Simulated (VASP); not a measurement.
```xyz
59
Lattice="7.8922 0.0000 0.0000 0.0000 7.8922 0.0000 0.0000 0.0000 11.8382" Properties=species:S:1:pos:R:3 pbc="T T T"
Sr     0.0281     0.0325     0.0613
Sr     0.0549     7.8810     3.9210
Sr     0.0139     7.8694     7.7741
Sr     0.0244     3.9715    11.8201
Sr     0.0694     3.9370     3.9057
Sr     0.0130     3.9301     7.8568
Sr     3.9872     0.0183    11.8156
Sr     4.0063     7.8715     3.9084
Sr     3.9885     7.8803     7.8512
Sr     4.0002     3.9909    11.7878
Sr     3.9948     3.9161     7.8635
Ti     2.0971     2.0813     1.8693
Ti     2.1027     1.9184     5.7510
Ti     2.0735     1.9771     9.7584
Ti     2.1125     5.9782     1.8480
Ti     2.1023     5.8006     5.8032
Ti     2.0915     5.9464     9.7565
Ti     5.9969     2.1186     1.8467
Ti     6.0015     1.9104     5.7652
Ti     6.0526     1.9561     9.7804
Ti     6.0170     6.0143     1.9229
Ti     5.9877     5.8019     5.8228
Ti     6.0684     5.9315     9.8014
O      1.8111     7.8477     2.0058
O      7.8342     1.8086     2.0039
O      1.9351     1.9512     0.0497
O      1.8432     0.0429     6.0090
O      7.8714     2.0546     6.0288
O      1.8856     1.9083     3.9652
O      1.9083     7.8909     9.9574
O      7.8696     1.9826     9.9734
O      1.9179     1.9736     7.9174
O      1.7512     3.9454     1.9743
O      7.8708     5.8417     1.9635
O      1.9174     5.8952     0.0269
O      1.8300     3.9617     6.0478
O      7.8448     6.0549     5.9782
O      1.8482     5.9612     4.0084
O      1.9143     3.9331     9.9548
O      7.8699     5.8996     9.9029
O      1.9187     5.9244     7.9277
O      5.8823     7.8702     1.9209
O      3.9323     1.7417     1.9668
O      5.8805     1.9575     0.0261
O      5.8853     0.0261     6.0526
O      3.9127     1.9887     6.1135
O      5.9308     1.8912     3.9458
O      5.8241     0.0054     9.9147
O      3.8870     1.9894     9.9570
O      5.9029     1.9822     7.9680
O      5.9466     3.9502     1.8702
O      3.9477     5.9197     1.9146
O      5.8637     5.9224    11.8113
O      5.9180     3.9509     6.1064
O      3.9114     6.1199     5.9909
O      5.9192     5.9984     3.9813
O      5.8193     3.9434     9.9157
O      3.8815     5.8906     9.9053
O      5.8515     5.9393     7.9517
```
Cell charge -1.

Calculation: PBE GGA, VASP's PBE PAW potentials (set 64) (plane waves; VASP). Numerical set-up: PREC = Normal, LREAL = Auto, ISYM = 0, NELECT = 375.0, EDIFF = 1E-5, 400 eV cut-off, 1×1×1 Γ-centred mesh, Gaussian smearing of 0.050 eV, potentials Sr_sv Ti O. Starting moments (MAGMOM): 59*0.0169. The cell's moment is fixed (NUPDOWN = 1).

The cell is charged, with a uniform compensating background. The supercell is sampled at Γ alone, which is coarse: total energies, pressure and levels can be off, energies of defects by several tenths of an eV.

Question: The ions are relaxed. Which structure does the run end with?

Answer: 
```xyz
59
Lattice="7.8922 0.0000 0.0000 0.0000 7.8922 0.0000 0.0000 0.0000 11.8382" Properties=species:S:1:pos:R:3 pbc="T T T"
Sr     0.0763     0.0501    11.7971
Sr     0.0417     7.8746     3.8726
Sr     0.0479     0.0674     7.7487
Sr     0.0772     3.9752    11.7587
Sr     0.0498     3.9429     3.8670
Sr     0.0449     4.0000     7.7909
Sr     3.9924     0.0618    11.7559
Sr     4.0495     7.8259     3.8835
Sr     4.0117     0.0589     7.7962
Sr     3.9876     3.9950    11.7172
Sr     4.0232     3.9971     7.7663
Ti     2.1069     2.0593     1.9076
Ti     2.0923     1.9673     5.7467
Ti     2.0518     2.0546     9.7418
Ti     2.0993     5.9415     1.8752
Ti     2.0863     5.8447     5.7564
Ti     2.0594     6.0069     9.7371
Ti     5.9448     2.0977     1.8841
Ti     5.9846     1.9569     5.7507
Ti     6.0105     2.0595     9.7653
Ti     5.9879     5.9492     1.8442
Ti     5.9869     5.8547     5.7674
Ti     6.0145     6.0090     9.7560
O      1.8095     7.8224     1.9948
O      7.8261     1.8496     1.9417
O      2.0149     1.9564     0.0685
O      1.8920     0.0647     6.0012
O      7.8446     2.0467     6.0202
O      1.8475     1.9015     3.9389
O      1.8571     7.8599     9.9662
O      7.8554     1.8993    10.0414
O      1.8979     1.9899     7.9300
O      1.8018     3.9109     2.0048
O      7.8486     5.8015     2.0220
O      1.9701     5.8755     0.0463
O      1.8283     3.9775     6.0014
O      7.8499     6.0303     6.0558
O      1.8450     5.9833     3.9687
O      1.8933     3.9117     9.9695
O      7.8609     5.8001     9.9531
O      1.9691     5.9097     7.9192
O      5.8872     7.8250     1.9834
O      3.9267     1.7033     2.0445
O      5.7887     2.0403     0.0524
O      5.8397     0.0558     6.0506
O      3.9203     2.0212     6.0773
O      5.9837     1.8350     3.9493
O      5.8369     7.8597    10.0248
O      3.8995     1.8578     9.9069
O      5.9332     1.9482     7.9583
O      5.8748     3.9255     2.1444
O      3.9343     5.9092     2.0820
O      5.8674     5.8093     0.0273
O      5.9103     3.9788     6.0634
O      3.9207     6.0606     6.0070
O      6.0067     6.0328     3.9792
O      5.7922     3.9168     9.9121
O      3.9020     5.8380     9.9582
O      5.8592     5.9473     7.9474
```
Cell charge -1. The cell ends with 1.00 μB, on the first 30 sites 0.00 0.00 0.00 0.00 0.00 0.00 0.00 0.00 0.00 0.00 0.00 -0.02 -0.01 0.00 -0.03 -0.01 0.00 -0.03 -0.01 0.00 -0.04 -0.01 0.00 0.11 0.12 0.00 0.03 0.03 0.00 0.00 μB.

Question: How much energy does the relaxation gain?

Answer: The energy (σ→0) changes by -12.4 meV/atom, in 49 ionic steps.

The cell is a supercell with a defect, built from SrTiO3 (cubic perovskite, the ideal cubic form; the compound distorts at low or room temperature): vac_Sr, charge -1.
